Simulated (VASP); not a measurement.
Crystal: In3GaSb2N2.

```
In Ga Sb N
1.0
     3.89500   -3.89500    0.00000
     3.89500    3.89500    0.00000
     0.00000    0.00000    5.51000
In Ga Sb N
3 1 2 2
Direct
  0.50000 0.00000 0.50000
  0.50000 0.50000 0.00000
  0.00000 0.50000 0.50000
  0.00000 0.00000 0.00000
  0.75000 0.25000 0.25000
  0.25000 0.75000 0.25000
  0.75000 0.75000 0.75000
  0.25000 0.25000 0.75000
```

The cell was built by a generator and needn't be a form met in nature.

```yaml
Program: VASP 6.6.1
Task: relaxation of cell and atoms
Functional: PBE
Potentials_or_basis: VASP PAW PBE potentials, release 64 (In_d, Ga_d, Sb, N)
Cutoff: 520 eV
k_mesh: 3 × 3 × 3
Occupations: gaussian, width 0.15 eV
Spin: no spin polarisation
```

At the start: pressure 22.3 GPa; volume 20.90 Å³/atom.

Q: How do energy, volume and symmetry change on relaxing?

A: Over 21 steps the energy falls by 842.5 meV/atom and the volume is 23.21 Å³/atom (+11.1 %); space group Cmm2 (No. 35, to 0.05 Å).

Step by step:
```tsv
step	energy change (eV)	largest force (eV/Å)	pressure (GPa)	volume (Å³)
1	0.0000	7.4428	22.26	167.18
2	-3.8323	0.5816	-8.84	247.62
3	-5.0831	1.6797	-4.12	212.24
4	-5.0867	1.7618	-4.01	210.98
5	-5.0846	1.8430	-3.42	209.29
6	-5.7691	1.3480	-1.45	197.11
7	-6.1240	0.8349	3.43	181.77
8	-6.4776	0.6796	-0.13	187.70
9	-6.5009	0.7034	-0.70	189.59
10	-6.6162	0.5013	-0.02	187.52
11	-6.6304	0.6357	0.26	186.71
12	-6.6945	0.1998	-0.24	187.70
13	-6.7096	0.1209	-0.56	188.19
14	-6.7025	0.5401	-0.92	189.15
15	-6.7127	0.1635	-0.52	188.44
16	-6.7111	0.3671	-0.78	188.80
17	-6.7129	0.1952	-0.55	188.57
18	-6.7283	0.2331	0.14	185.57
19	-6.7283	0.2207	0.12	185.69
20	-6.7377	0.0996	0.29	185.70
21	-6.7404	0.0762	0.28	185.69
```

Final structure:
```
CELL_PARAMETERS angstrom
3.70182 -3.96988 0.00000
3.70182 3.96988 0.00000
0.00000 0.00000 6.31794
ATOMIC_POSITIONS crystal
In 0.50000 0.00000 0.58485
In 0.50000 0.50000 0.93142
In 0.00000 0.50000 0.58485
Ga 0.00000 0.00000 0.91643
Sb 0.76497 0.23503 0.23480
Sb 0.23503 0.76497 0.23480
N 0.76772 0.76772 0.75643
N 0.23228 0.23228 0.75643
```

Caveat: the k mesh is coarse (spacing up to 0.38 Å⁻¹), so the values aren't converged; the relaxation stopped at a loose force limit of 0.08 eV/Å, so its end isn't a converged minimum.
